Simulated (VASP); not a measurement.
Method: PBEsol GGA, VASP's PBE PAW potentials (set 64) (plane waves; VASP).

VASP input:

KPOINTS:
```
Automatic
0
G
  10 10 6
0 0 0
```

POSCAR:
```
Ta2N
1
    3.1128600000     0.0000000000     0.0000000000
   -1.5564300000     2.6958160000     0.0000000000
    0.0000000000     0.0000000000     4.8698400000
Ta N
2 1
Direct
  0.6666670000   0.3333330000   0.7452900000
  0.3333330000   0.6666670000   0.2547100000
  0.0000000000   0.0000000000   0.0000000000
```

**INCAR**
```
ALGO=Normal
EDIFF=1E-6
ENCUT=400
GGA=PS
ISIF=2
ISMEAR=-1
LASPH=.TRUE.
LCHARG=.FALSE.
LMAXMIX=6
LREAL=.FALSE.
LWAVE=.FALSE.
NELM=100
PREC=Accurate
SIGMA=0.136
SYSTEM=Ta2N
```

POTCAR, in this order: Ta_pv N (PBE.64 set). Program: vasp_std.

At this cut-off the stress carries a Pulay error, which pulls relaxed volumes low. Unless said otherwise, spin-orbit coupling is left out, though it shifts the bands of the heavy elements here.

Problem. Predict the energy per atom (σ→0), pressure, largest force, band gap (on the k-mesh).

Solution. 
The energy per atom (σ→0) comes out as -12.153 eV/atom, the band gap (on the k-mesh) is none (metal, semimetal or under 0.01 eV) and the pressure is -10.30 GPa. The largest force is 0.244 eV/Å.

File OSZICAR:
```
...
DAV:   7    -0.365629316383E+02    0.32562E+00   -0.22185E+00  2769   0.935E+00    0.662E+00
DAV:   8    -0.365029100987E+02    0.60022E-01   -0.27754E-01  3118   0.455E+00    0.467E-01
DAV:   9    -0.364989120595E+02    0.39980E-02   -0.39273E-02  3202   0.124E+00    0.243E-01
DAV:  10    -0.364984399281E+02    0.47213E-03   -0.92253E-03  3074   0.678E-01    0.985E-02
DAV:  11    -0.364982161385E+02    0.22379E-03   -0.19526E-03  2759   0.246E-01    0.257E-02
DAV:  12    -0.364982153144E+02    0.82419E-06   -0.97778E-05  3187   0.717E-02    0.521E-03
DAV:  13    -0.364982149619E+02    0.35246E-06   -0.30091E-06  3024   0.138E-02
   1 F= -.36498215E+02 E0= -.36459152E+02  d E =-.781251E-01
```

The structure comes from a computed database's Ta2N entry; how it stands against other phases isn't given here. The cell was not relaxed at this level. The run is one of a series of settings (GGA = PS against the base run), some of them coarse on purpose. The electron count is odd and the run is not spin-polarised, which forces a metal. VASP warned that the highest band is occupied, so more bands are needed.
